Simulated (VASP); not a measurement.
All values below come from vdW-DF-cx, VASP's PBE PAW potentials (set 64) (plane waves; VASP).

VASP ran on this input.

POSCAR:
```
Li2Se
1
    0.0000000000     2.9975978979     2.9975978979
    2.9975978979     0.0000000000     2.9975978979
    2.9975978979     2.9975978979     0.0000000000
Li Se
2 1
Direct
  0.2500000000   0.2500000000   0.2500000000
  0.7500000000   0.7500000000   0.7500000000
  0.0000000000   0.0000000000   0.0000000000
```

**KPOINTS**
```
kpoints
0
G
 7 7 7
0 0 0
```

### INCAR
```
LCHARG=.TRUE.
SYSTEM=Li2Se
PREC=Accurate
GGA=CX
LMAXMIX=4   # l cut-off of mixed one-centre charges
LUSE_VDW=.TRUE.
LORBIT=11   # lm-projected
AGGAC=0.0
EDIFF=1E-7   # SCF stop (eV)
LREAL=.FALSE.
ISMEAR=-5   # tetrahedra, Bloechl
LEFG=.TRUE.
ALGO=Normal
LASPH=.TRUE.   # aspherical one-centre terms
ISIF=2   # forces and stress, cell fixed
NEDOS=601
NELM=100
LWAVE=.FALSE.
ENCUT=520   # plane-wave cut-off (eV)
```

POTCAR, in this order: Li_sv Se (PBE.64 set). Program: vasp_std.

**Question.** What will the output report for the number of irreducible k-points (NKPTS), largest plane-wave count, number of space-group operations, FFT grid (NGX, NGY, NGZ)?

**Answer.** 
| Quantity | Value |
|---|---|
| number of irreducible k-points (NKPTS) | 20 |
| largest plane-wave count | 1464 |
| number of space-group operations | 48 |
| FFT grid (NGX, NGY, NGZ) | 32 × 32 × 32 |

The compound is Li2Se in the antifluorite structure. It was relaxed first.
